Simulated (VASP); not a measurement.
```yaml
crystal:
  lattice:
    - [1.30621, 0.75414, 5.05745]
    - [-1.30621, 0.75414, 5.05745]
    - [0.00000, -1.50828, 5.05745]
  atoms:
    - { symbol: Cr, position: [0.00000, 0.00000, 0.00000], spin: 3.0 }
    - { symbol: F, position: [0.75230, 0.75230, 0.75230] }
    - { symbol: F, position: [0.58100, 0.58100, 0.58100] }
```

Method: PBE GGA, VASP's PBE PAW potentials (set 64) (plane waves; VASP). Run with 520 eV cut-off, 7×7×7 Γ-centred mesh, Gaussian smearing of 0.050 eV, potentials Cr_pv F.

The moments were started parallel, and other spin orders were not tried in this run.

### Question
Give the force on each atom (eV/Å).

### Answer

```json
[
 {"atom": "Cr1", "Fx": "0.000", "Fy": "0.000", "Fz": "-0.007"},
 {"atom": "F2", "Fx": "0.000", "Fy": "0.000", "Fz": "0.913"},
 {"atom": "F3", "Fx": "0.000", "Fy": "0.000", "Fz": "-0.906"}
]
```

### Question
Give the stress tensor in GPa (positive for a compressed cell).

### Answer

```
27.82   0.00   0.00
 0.00  27.82   0.00
 0.00   0.00  16.67
```
The pressure is its mean diagonal, 24.11 GPa.

The structure was generated: CrF2 was put into the 3R-MoS2 type (R3m), which need not be its known phase. The cell was not relaxed at this level. The k-mesh is coarse (spacing up to 0.40 per Å, 2π included), so the numbers may not be converged in it.
